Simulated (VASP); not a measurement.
CdS (space group P6_3mc): the measured cell of entry 9011663 of the Crystallography Open Database is

```
CdS
1.0
    4.13700     0.00000     0.00000
   -2.06850     3.58275     0.00000
    0.00000     0.00000     6.71440
Cd S
2 2
Direct
  0.66667   0.33333   0.00000
  0.33333   0.66667   0.50000
  0.66667   0.33333   0.37500
  0.33333   0.66667   0.87500
```

Computed with PBEsol GGA, VASP's PBE PAW potentials (set 64) (plane waves; VASP 6.6.1). Run with 400 eV cut-off, 7×7×4 Γ-centred mesh, tetrahedra with Blöchl corrections, potentials Cd S.

The calculation is for a static lattice at zero pressure; the measurement, whose temperature isn't given here, holds thermal and zero-point expansion. The entry's conditions were not checked, so it may have been measured under pressure.

**Question.** How far does the relaxed conventional cell lie from the measured one?

**Answer.** 
```csv
,measured,computed,difference
a (Å),4.137,4.124,-0.3 %
c (Å),6.714,6.720,+0.1 %
V (Å³/atom),24.88,24.75,-0.5 %
```

The structure comes from a measured CdS entry (P6_3mc) of the Crystallography Open Database, whose conditions weren't checked. It was relaxed first. Symmetry was kept, so distortions that lower it aren't found.
